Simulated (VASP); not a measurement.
# AsN with PBEsol + D3(BJ): from relaxation to properties, part 4 of 5

Wanted: the relaxed cell of AsN and its properties. The cell is invented: it takes the structure of a Materials Project entry for AsP (space group 160 there), with some of its atoms replaced by other elements, volume scaled by an estimate. It may not be a known or stable phase.

VASP 6.6.1; PBEsol with D3(BJ); plane waves and PAW (As, N); invented cell.

So far. Step 5 (Single point with fields (PBEsol + D3(BJ))): In this run the pressure is -0.07 GPa, small enough to go on. Step 6 (Bands along the symmetry lines (PBEsol + D3(BJ))): There is no gap at this level. The relaxed cell has a = 2.971, c = 10.656 Å (conventional setting).

## 7. Total and projected DOS (PBEsol + D3(BJ))

Here the states are counted by energy and projected on the atoms. The mesh is finer than in the run before.

The input, INCAR:

```
SYSTEM = AsN
PREC = Accurate
ENCUT = 520
EDIFF = 1E-06
NELM = 100
ISMEAR = -5
SIGMA = 0.05
LREAL = .FALSE.
ALGO = Normal
GGA = PS
IVDW = 12
NBANDS = 17
LORBIT = 11
LWAVE = .FALSE.
LCHARG = .FALSE.
NEDOS = 2001
```

The input, POSCAR:

```
AsN
1.0
    1.4856801421      0.8577579820      3.5519456232
   -1.4856801421      0.8577579820      3.5519456232
    0.0000000000     -1.7155159640      3.5519456232
As N
1 1
Direct
    0.2118819630      0.2118819630      0.2118819630
    0.7881180370      0.7881180370      0.7881180370
```

The input, KPOINTS:

```
Automatic mesh
0
Gamma
11 11 11
0 0 0
```

PAW data sets: As and N (PBE family, release 64).

The run is started by

```console
$ mpirun -np 1 vasp_std
```

The log of the run:

```text
[... set-up lines as in an earlier step ...]
 entering main loop
       N       E                     dE             d eps       ncg     rms          rms(c)
DAV:   1     0.258465148400E+02    0.25847E+02   -0.46387E+03  4980   0.522E+02
DAV:   2    -0.126655208517E+02   -0.38512E+02   -0.36833E+02  6725   0.124E+02
DAV:   3    -0.139208714619E+02   -0.12554E+01   -0.12520E+01  5797   0.202E+01
DAV:   4    -0.139240812752E+02   -0.32098E-02   -0.32096E-02  6449   0.116E+00
DAV:   5    -0.139240887949E+02   -0.75198E-05   -0.75197E-05  5907   0.521E-02    0.805E+00
DAV:   6    -0.126742871950E+02    0.12498E+01   -0.10736E+01  5717   0.117E+01    0.362E+00
DAV:   7    -0.125732169752E+02    0.10107E+00   -0.70866E-01  5317   0.383E+00    0.232E+00
DAV:   8    -0.125543532246E+02    0.18864E-01   -0.73935E-02  5942   0.148E+00    0.329E-01
DAV:   9    -0.125532447978E+02    0.11084E-02   -0.71633E-03  5456   0.373E-01    0.128E-01
DAV:  10    -0.125531940414E+02    0.50756E-04   -0.51786E-04  6038   0.122E-01    0.206E-02
DAV:  11    -0.125532139076E+02   -0.19866E-04   -0.30470E-05  5574   0.299E-02    0.141E-02
DAV:  12    -0.125532105361E+02    0.33714E-05   -0.25727E-06  5973   0.866E-03    0.305E-03
DAV:  13    -0.125532105573E+02   -0.21199E-07   -0.13192E-07  2740   0.193E-03
   1 F= -.13033393E+02 E0= -.13033393E+02  d E =0.000000E+00
 -----------------------------------------------------------------------------
|                                                                             |
|           W    W    AA    RRRRR   N    N  II  N    N   GGGG   !!!           |
|           W    W   A  A   R    R  NN   N  II  NN   N  G    G  !!!           |
|           W    W  A    A  R    R  N N  N  II  N N  N  G       !!!           |
|           W WW W  AAAAAA  RRRRR   N  N N  II  N  N N  G  GGG   !            |
|           WW  WW  A    A  R   R   N   NN  II  N   NN  G    G                |
|           W    W  A    A  R    R  N    N  II  N    N   GGGG   !!!           |
|                                                                             |
|     Tetrahedron method does not include variations of the Fermi             |
|     occupations, so forces and stress will be inaccurate. We suggest        |
|     using a different smearing scheme ISMEAR = 1 or 2 for metals in         |
|     relaxations.                                                            |
|                                                                             |
 -----------------------------------------------------------------------------
```

The job ended after 2 min (1 MPI rank of AMD EPYC 7R43, shared host; peak memory 0.19 GiB).

Parts of OUTCAR (step 7):

```text
   k-points           NKPTS =    146   k-points in BZ     NKDIM =    146   number of bands    NBANDS=     17

   NELECT =      10.0000    total number of electrons

 E-fermi :   6.2237

 k-point     1 :       0.0000    0.0000    0.0000
  band No.  band energies     occupation
      1     -13.2140      2.00000
      2      -1.5111      2.00000
      3       2.5297      2.00000
      4       3.1376      2.00000
      5       3.1376      2.00000
      6       8.2844      0.00000
      7      11.3753      0.00000
      8      11.3753      0.00000
      9      16.3802      0.00000
     10      19.1279      0.00000
    ...

 Edisp (eV)   -0.48018

  Total      -0.01133    -0.01133     0.04208     0.00000    -0.00000     0.00000
  in kB      -0.66833    -0.66833     2.48250     0.00000    -0.00000     0.00000
  external pressure =        0.38 kB  Pullay stress =        0.00 kB

 POSITION                                       TOTAL-FORCE (eV/Angst)
 -----------------------------------------------------------------------------------
      0.00000      0.00000      2.25778         0.000000      0.000000      0.007941
      0.00000      0.00000      8.39806         0.000000      0.000000     -0.007941
 -----------------------------------------------------------------------------------
    total drift:                               -0.000000      0.000009     -0.000138

  FREE ENERGIE OF THE ION-ELECTRON SYSTEM (eV)
  ---------------------------------------------------
  free  energy   TOTEN  =       -13.0333931603 eV

  energy  without entropy=      -13.0333931603  energy(sigma->0) =      -13.03339316

[... 6 parts as in an earlier step ...]

[... 10 further parts left out ...]
```

With tetrahedra the forces and stress of a metal are not exact derivatives of the energy.

This step gave:

```
irreducible k-points   : 146
Fermi energy           : 6.224 eV
pressure               : 0.03819 GPa
DOS at the Fermi level : 0.3232 states/eV/cell
```

The density of states has structure finer than the step of the table below, so its rows give means over 1 eV, whole bins alone (the curve runs from -12.0 to 7.99 eV). Peaks (eV: height): total -4.7: 1.82, 4.0: 2.44, 5.2: 2.31, 5.7: 2.21; N p -4.7: 0.708, 4.0: 0.464, 5.1: 0.462, 5.7: 0.615; As p -5.0: 0.324, 4.0: 0.680, 5.2: 0.924, 5.7: 0.694; As s -11.7: 0.712, -10.0: 0.298, -2.5: 0.0919, 4.0: 0.0994; N s -10.0: 0.180, -4.6: 0.0579, 2.6: 0.0638, 4.0: 0.103.

States under -12.0 eV and over 8.0 eV are left out. Density of states against energy, zero at the Fermi level; means over each step; values in states/eV/cell:

```
energy (eV)  total     N p    As p    As s      N s
        -11  0.546  0.0699  0.0245   0.222   0.0606
        -10  0.586  0.0518  0.0243   0.190    0.111
         -9  0.248  0.0199  0.0108  0.0755   0.0588
         -8  0.223  0.0423  0.0376  0.0272   0.0242
         -7  0.714   0.190   0.151  0.0213   0.0165
         -6  0.859   0.254   0.167  0.0304   0.0281
         -5   1.52   0.561   0.272  0.0301   0.0444
         -4  0.684   0.301   0.107  0.0101   0.0119
         -3  0.718   0.237   0.137  0.0461  0.00674
         -2  0.804   0.263   0.154  0.0637   0.0157
         -1  0.414   0.170  0.0611  0.0333  0.00976
          0  0.278   0.100  0.0305  0.0207  0.00916
          1  0.594   0.133  0.0980  0.0218   0.0223
          2   1.01   0.237   0.206  0.0497   0.0440
          3  0.294  0.0553  0.0740  0.0220   0.0161
          4   1.53   0.289   0.423  0.0553   0.0543
          5   1.73   0.363   0.609  0.0409   0.0234
          6  0.710   0.201   0.228  0.0222  0.00583
          7      0       0       0       0        0
```

The finer mesh and the other smearing move the Fermi level by -0.07 eV from the 8×8×8 run, one measure of the sampling error in the zero of the bands above. Of the states within 0.3 eV of the Fermi level, the largest shares in the PAW spheres are N p 37 %, As p 10 % and As s 8 %. The rest lies in smaller channels or between the spheres.

## 8. Elastic constants (PBEsol + D3(BJ))

IBRION = 6 with ISIF = 3 strains the cell both ways at fixed fractional positions, and adds the ions' share afterwards from the force constants. Stress converges slowly with the basis, so the cutoff is raised.

The input, INCAR:

```
SYSTEM = AsN
PREC = Accurate
ENCUT = 560
EDIFF = 1E-07
NELM = 100
ISMEAR = 1
SIGMA = 0.2
LREAL = .FALSE.
ALGO = Normal
GGA = PS
IVDW = 12
NBANDS = 11
LORBIT = 11
LWAVE = .FALSE.
LCHARG = .FALSE.
IBRION = 6
NFREE = 2
POTIM = 0.015
ISIF = 3
NSW = 1
```

POSCAR is that of step 7.

The input, KPOINTS:

```
Automatic mesh
0
Gamma
26 26 26
0 0 0
```

The run is started by

```console
$ mpirun -np 1 vasp_std
```

The log of the run:

```text
[... set-up lines as in an earlier step ...]
 entering main loop
       N       E                     dE             d eps       ncg     rms          rms(c)
DAV:   1     0.299828738507E+02    0.29983E+02   -0.52416E+03 36496   0.857E+02
DAV:   2    -0.122541710751E+02   -0.42237E+02   -0.40411E+02 48266   0.164E+02
DAV:   3    -0.139179039564E+02   -0.16637E+01   -0.16586E+01 44666   0.331E+01
DAV:   4    -0.139244027429E+02   -0.64988E-02   -0.64980E-02 40464   0.231E+00
[...]
DAV:  11    -0.125541706489E+02   -0.28440E-05   -0.40534E-05 43090   0.458E-02    0.112E-02
DAV:  12    -0.125541739889E+02   -0.33399E-05   -0.44445E-06 41354   0.177E-02    0.442E-03
DAV:  13    -0.125541739404E+02    0.48437E-07   -0.28212E-07 43217   0.421E-03
   1 F= -.13034357E+02 E0= -.13034255E+02  d E =-.303203E-03
 Found     4 degrees of freedom:
 Adding 6 more for cell shape distortion
 Finite differences POTIM= 0.01500 DOF=  10
 -----------------------------------------------------------------------------
|                     _     ____    _    _    _____     _                     |
|                    | |   |  _ \  | |  | |  / ____|   | |                    |
|                    | |   | |_) | | |  | | | |  __    | |                    |
|                    |_|   |  _ <  | |  | | | | |_ |   |_|                    |
|                     _    | |_) | | |__| | | |__| |    _                     |
|                    (_)   |____/   \____/   \_____|   (_)                    |
|                                                                             |
|                                                                             |
|     internal error in GENERATE_KPOINTS_TRANS: number of G-vector            |
|     changed in star 819 820                                                 |
|                                                                             |
|     If you are not a developer, you should not encounter this problem.      |
|     Please submit a bug report.                                             |
|                                                                             |
 -----------------------------------------------------------------------------

1
```

Run time: 14 min. Hardware: 1 MPI rank.

The run ended with an error.

VASP's message: “internal error in GENERATE_KPOINTS_TRANS: number of G-vector changed in star 819 820”. No number of this run is used.

## 9. Field gradients at the nuclei (PBEsol + D3(BJ))

Field gradients probe how far the charge around each nucleus departs from cubic symmetry; LASPH keeps the non-spherical terms inside the spheres.

The input, INCAR:

```
SYSTEM = AsN
PREC = Accurate
ENCUT = 520
EDIFF = 1E-07
NELM = 100
ISMEAR = 0
SIGMA = 0.05
LREAL = .FALSE.
ALGO = Normal
GGA = PS
IVDW = 12
NBANDS = 11
LORBIT = 11
LWAVE = .FALSE.
LCHARG = .FALSE.
LEFG = .TRUE.
LASPH = .TRUE.
```

POSCAR is that of step 8.

The input, KPOINTS:

```
Automatic mesh
0
Gamma
8 8 8
0 0 0
```

The run is started by

```console
$ mpirun -np 1 vasp_std
```

The log of the run:

```text
[... set-up lines as in an earlier step ...]
 entering main loop
       N       E                     dE             d eps       ncg     rms          rms(c)
[... 5 cycles as in an earlier step ...]
DAV:   6    -0.126743584459E+02    0.12497E+01   -0.11903E+01  1627   0.181E+01    0.360E+00
DAV:   7    -0.125812503972E+02    0.93108E-01   -0.78193E-01  1496   0.578E+00    0.232E+00
DAV:   8    -0.125640042710E+02    0.17246E-01   -0.10961E-01  1607   0.250E+00    0.437E-01
DAV:   9    -0.125609900009E+02    0.30143E-02   -0.17866E-02  1583   0.792E-01    0.142E-01
DAV:  10    -0.125610477559E+02   -0.57755E-04   -0.95471E-04  1655   0.244E-01    0.181E-02
DAV:  11    -0.125610525081E+02   -0.47522E-05   -0.18362E-05  1658   0.336E-02    0.969E-03
DAV:  12    -0.125610555962E+02   -0.30882E-05   -0.29481E-06  1640   0.146E-02    0.390E-03
DAV:  13    -0.125610555283E+02    0.67934E-07   -0.19858E-07  1646   0.350E-03
ion   1
     0.0000000    -0.0000000     0.0000000     2.2667028    -0.0000000    -0.0000030
     0.0000490    -0.0000000     0.0000000     2.2667028    -0.0000000    -0.0000030
     0.0000675    -0.0000000     0.0000000     2.2667028    -0.0000000    -0.0000030
     0.0000929    -0.0000000     0.0000000     2.2667028    -0.0000000    -0.0000030
     0.0001280    -0.0000000     0.0000000     2.2667027    -0.0000000    -0.0000030

     0.0000000    -0.0000000     0.0000005   131.3081214    -0.0000000    -0.0001424
     0.0000490    -0.0000000     0.0000005   131.3030751    -0.0000000    -0.0001423
     0.0000675    -0.0000000     0.0000005   131.3002427    -0.0000000    -0.0001423
     0.0000929    -0.0000000     0.0000005   131.2956505    -0.0000000    -0.0001423
     0.0001280    -0.0000000     0.0000005   131.2882427    -0.0000000    -0.0001423

ion   2
     0.0000000     0.0000000    -0.0000000    13.4961807    -0.0000000    -0.0000314
     0.0000281     0.0000000    -0.0000000    13.4961806    -0.0000000    -0.0000314
     0.0000381     0.0000000    -0.0000000    13.4961805    -0.0000000    -0.0000314
     0.0000517     0.0000000    -0.0000000    13.4961804    -0.0000000    -0.0000314
     0.0000701     0.0000000    -0.0000000    13.4961801    -0.0000000    -0.0000314

     0.0000000     0.0000000    -0.0000000    30.7748333    -0.0000000    -0.0000638
     0.0000281     0.0000000    -0.0000000    30.7748284    -0.0000000    -0.0000638
     0.0000381     0.0000000    -0.0000000    30.7748251    -0.0000000    -0.0000638
     0.0000517     0.0000000    -0.0000000    30.7748197    -0.0000000    -0.0000638
     0.0000701     0.0000000    -0.0000000    30.7748108    -0.0000000    -0.0000638

   1 F= -.13041238E+02 E0= -.13041002E+02  d E =-.473158E-03
```

It took 34 s on 1 MPI rank; peak memory 0.15 GiB.

Parts of OUTCAR (step 9):

```text
   NELECT =      10.0000    total number of electrons

 E-fermi :   6.2923

 k-point     1 :       0.0000    0.0000    0.0000
  band No.  band energies     occupation
      1     -13.2115      2.00000
      2      -1.5192      2.00000
      3       2.5242      2.00000
      4       3.1373      2.00000
      5       3.1373      2.00000
      6       8.2963      0.00000
      7      11.3815      0.00000
      8      11.3815      0.00000
      9      16.3746      0.00000
     10      19.1276      0.00000
    ...

 Edisp (eV)   -0.48018

  Total      -0.02241    -0.02241    -0.00374     0.00000     0.00000     0.00000
  in kB      -1.32216    -1.32216    -0.22083     0.00000     0.00000     0.00000
  external pressure =       -0.96 kB  Pullay stress =        0.00 kB

 POSITION                                       TOTAL-FORCE (eV/Angst)
 -----------------------------------------------------------------------------------
      0.00000      0.00000      2.25778         0.000000     -0.000000     -0.011267
      0.00000      0.00000      8.39806         0.000000      0.000000      0.011267
 -----------------------------------------------------------------------------------
    total drift:                               -0.000000      0.000009     -0.000256

  FREE ENERGIE OF THE ION-ELECTRON SYSTEM (eV)
  ---------------------------------------------------
  free  energy   TOTEN  =       -13.0412381313 eV

  energy  without entropy=      -13.0407649732  energy(sigma->0) =      -13.04100155

 Electric field gradients after diagonalization (V/A^2)
 (convention: |V_zz| > |V_xx| > |V_yy|)
----------------------------------------------------------------------
 ion       V_xx      V_yy      V_zz     asymmetry (V_yy - V_xx)/ V_zz
----------------------------------------------------------------------
   1      82.969    82.969  -165.938       0.000
   2      19.088    19.088   -38.176       0.000
----------------------------------------------------------------------

[... 8 parts as in an earlier step ...]

[... 9 further parts left out ...]
```

Numbers from this step:

- bands: 11
- irreducible k-points: 65
- free energy (TOTEN): -13.04 eV
- energy at zero smearing: -13.04 eV
- Fermi energy: 6.292 eV
- pressure: -0.09551 GPa

Electric field gradients, by row:

```
atom  Vxx (V/Å²)  Vyy (V/Å²)  Vzz (V/Å²)  asymmetry
 As1       82.97       82.97      -165.9          0
  N2       19.09       19.09      -38.18          0
```

The largest gradient, -165.94 V/Å², sits on As1; times the quadrupole moment of a nucleus that has one, it gives the coupling that NMR and NQR see.

[end of part 4 of 5]

[Lines on the potential files, build, host, timing and source positions are cut from VASP's logs without a mark.]

[Logs are printed without paths, hosts, clocks, repeated set-up lines and the standing remarks that a program may print on its own settings, such as how far it seeks lower states.]

[Hosts, paths, dates, database ids (printed as entryN), source tags and the programs' standing remarks are cut or masked in the printed files.]

[A measured line is paired with the nearest computed mode of its activity, which favours agreement.]
